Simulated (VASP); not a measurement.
Data:

```yaml
crystal:
  lattice:
    - [0.00000, 2.31540, 2.31540]
    - [2.31540, 0.00000, 2.31540]
    - [2.31540, 2.31540, 0.00000]
  atoms:
    - { symbol: B, position: [0.00000, 0.00000, 0.00000] }
    - { symbol: P, position: [0.25000, 0.25000, 0.25000] }
```

Calculation: PBE GGA, VASP's PBE PAW potentials (set 64) (plane waves; VASP). Numerical set-up: 520 eV cut-off, 9×9×9 Γ-centred mesh, Gaussian smearing of 0.050 eV, potentials B P.

Task: What does the run give for the energy per atom (σ→0), pressure?

Result: 
| Quantity | Value |
|---|---|
| energy per atom (σ→0) | -6.448 eV/atom |
| pressure | -8.05 GPa |

Only differences to runs with the same potentials and settings are physical.

The compound is BP in the zinc blende structure. The cell was not relaxed at this level.
